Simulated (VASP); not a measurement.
An input for Ansatz (written as the equivalent of a VASP run, and not itself run):

Ansatz 0.2 input:
```yaml
crystal:
  lattice:
    - [0.0000000, 1.8130000, 1.8130000]
    - [1.8130000, 0.0000000, 1.8130000]
    - [1.8130000, 1.8130000, 0.0000000]
  atoms:
    - { symbol: B, position: [0.0000000, 0.0000000, 0.0000000] }
    - { symbol: N, position: [0.7500000, 0.7500000, 0.7500000] }
kpoints:
  mp_grid: { grid: [11, 11, 11] }
hamiltonian:
  xc: r2scan
  pseudopotentials: { kind: paw }
scf:
  occupations: { method: gaussian, width: 0.05 }
  max_iter: 100
relax:
  max_steps: 60
  f_tol: 0.01
  cell: {}
output: { forces: true, stress: true, eigenvalues: true }
```

Problem. Write the VASP files for the same calculation (r2SCAN).

Solution. One answer among several that fit: 
File KPOINTS:
```
Automatic mesh
0
Gamma
11 11 11
0 0 0
```

File POSCAR:
```
BN
1
    0.0000000000     1.8130000000     1.8130000000
    1.8130000000     0.0000000000     1.8130000000
    1.8130000000     1.8130000000     0.0000000000
B N
1 1
Direct
  0.0000000000   0.0000000000   0.0000000000
  0.7500000000   0.7500000000   0.7500000000
```

### INCAR
```
SYSTEM = BN
PREC = Accurate
ENCUT = 520
EDIFF = 1E-6
NELM = 100
ALGO = Normal
LREAL = .FALSE.
LASPH = .TRUE.
ISMEAR = 0
SIGMA = 0.05
METAGGA = R2SCAN
LMIXTAU = .TRUE.
LWAVE = .FALSE.
LCHARG = .FALSE.
IBRION = 2
ISIF = 3
NSW = 60
EDIFFG = -0.01
```

POTCAR, in this order: B N (PBE.64 set). Program: vasp_std.

What does not carry over: each code has its own PAW files, so the cut-off isn't converted (ENCUT is set for VASP's; basis.ecutwfc is left out, and Ansatz then takes the one that its files recommend); Ansatz stops its SCF on the density residual and VASP on the energy change (EDIFF).

The structure comes from a computed database's BN entry (F-43m); how it stands against other phases isn't given here. This run relaxes it. Symmetry was kept, so distortions that lower it aren't found.
